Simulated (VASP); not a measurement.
OSZICAR of a VASP run on NaCl (rock salt):

### OSZICAR
```
       N       E                     dE             d eps       ncg     rms          rms(c)
DAV:   1     0.921184996997E+02    0.92118E+02   -0.65174E+03   352   0.111E+03
DAV:   2     0.971865137011E+00   -0.91147E+02   -0.83302E+02   409   0.263E+02
DAV:   3    -0.680657676814E+01   -0.77784E+01   -0.77390E+01   415   0.791E+01
DAV:   4    -0.696925971328E+01   -0.16268E+00   -0.16258E+00   416   0.126E+01
DAV:   5    -0.697287960081E+01   -0.36199E-02   -0.36198E-02   433   0.180E+00    0.212E+00
DAV:   6    -0.678076890498E+01    0.19211E+00   -0.38836E-01   408   0.416E+00    0.160E+00
DAV:   7    -0.676891194874E+01    0.11857E-01   -0.91217E-02   445   0.202E+00    0.107E+00
DAV:   8    -0.677451347302E+01   -0.56015E-02   -0.95911E-03   364   0.103E+00    0.242E-01
DAV:   9    -0.677446263466E+01    0.50838E-04   -0.19136E-04   421   0.134E-01    0.131E-01
DAV:  10    -0.677461779135E+01   -0.15516E-03   -0.30929E-04   367   0.157E-01    0.469E-02
DAV:  11    -0.677461037654E+01    0.74148E-05   -0.17850E-05   415   0.429E-02    0.813E-03
DAV:  12    -0.677461052672E+01   -0.15018E-06   -0.12098E-06   376   0.122E-02
   1 F= -.67746105E+01 E0= -.67746105E+01  d E =-.677461E+01
       N       E                     dE             d eps       ncg     rms          rms(c)
DAV:   1    -0.678724362014E+01   -0.12633E-01   -0.25719E-01   397   0.782E+00    0.694E-01
DAV:   2    -0.677784105006E+01    0.94026E-02   -0.15941E-02   394   0.134E+00    0.280E-01
DAV:   3    -0.677615871266E+01    0.16823E-02   -0.37794E-03   403   0.712E-01    0.131E-01
DAV:   4    -0.677594717747E+01    0.21154E-03   -0.97534E-05   480   0.125E-01    0.106E-02
DAV:   5    -0.677594302547E+01    0.41520E-05   -0.95213E-06   403   0.300E-02    0.610E-03
DAV:   6    -0.677594231838E+01    0.70708E-06   -0.57778E-07   197   0.128E-02
   2 F= -.67759423E+01 E0= -.67759423E+01  d E =-.133179E-02
       N       E                     dE             d eps       ncg     rms          rms(c)
DAV:   1    -0.678359623251E+01   -0.76532E-02   -0.16470E-01   394   0.624E+00    0.557E-01
DAV:   2    -0.677755686642E+01    0.60394E-02   -0.10302E-02   397   0.107E+00    0.223E-01
DAV:   3    -0.677648218688E+01    0.10747E-02   -0.24091E-03   397   0.567E-01    0.105E-01
DAV:   4    -0.677634177819E+01    0.14041E-03   -0.62017E-05   475   0.101E-01    0.855E-03
DAV:   5    -0.677633886489E+01    0.29133E-05   -0.60130E-06   373   0.243E-02    0.484E-03
DAV:   6    -0.677633834970E+01    0.51519E-06   -0.36370E-07   194   0.101E-02
   3 F= -.67763383E+01 E0= -.67763383E+01  d E =-.172782E-02
```

Q: Which electronic solver shows in the log?

A: It is blocked Davidson (ALGO = Normal, or the opening steps of other solvers). The INCAR had ALGO = Normal.

Q: Can the final energy be trusted as converged?

A: The run converged. It stopped with EDIFF = 1E-6, NELM = 100, NSW = 40 and EDIFFG = -0.01 after 3 ionic steps (PBE GGA, plane waves, VASP's PBE PAW potentials (set 64)). Energy and stress use the plane-wave basis of the starting cell.

The compound is NaCl in the rock salt structure. This run relaxes it. Symmetry was kept, so distortions that lower it aren't found.
